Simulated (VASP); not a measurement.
Consider the following.

```
WS2
1.0
    1.57866    -2.73432     0.00000
    1.57866     2.73432     0.00000
    0.00000     0.00000    11.21754
W S
2 4
Direct
  0.33333   0.66667   0.25000
  0.66667   0.33333   0.75000
  0.33333   0.66667   0.88806
  0.66667   0.33333   0.38806
  0.66667   0.33333   0.11194
  0.33333   0.66667   0.61194
```

Calculation: PBE GGA, VASP's PBE PAW potentials (set 64) (plane waves; VASP). Settings: 500 eV cut-off, 8×8×2 Γ-centred mesh, Gaussian smearing of 0.050 eV, potentials W_sv S.

Without a dispersion term in the relaxation, distances and binding between the weakly bound layers, chains or molecules are unreliable, and so is what depends on them.

Problem. The ions, cell shape and volume at an external pressure of 10.0 GPa are relaxed. Give the cell that the relaxation ends in.

Solution. 
```
WS2
1.0
    1.55663    -2.69615     0.00000
    1.55663     2.69615     0.00000
    0.00000     0.00000    11.60954
W S
2 4
Cartesian
  1.55663   0.89872   2.90238
  1.55663  -0.89872   8.70715
  1.55663   0.89872  10.28539
  1.55663  -0.89872   4.48062
  1.55663  -0.89872   1.32415
  1.55663   0.89872   7.12892
```
Space group P6_3/mmc (194), at a tolerance of 0.03 Å.

Problem. How do energy and volume change from the first to the last step?

Solution. The energy (σ→0) changes by -20.4 meV/atom and the volume by +0.6 %, in 7 ionic steps.

The compound is WS2 in the 2H layered structure. This run relaxes it under an external pressure of 10 GPa. Symmetry was kept, so distortions that lower it aren't found.
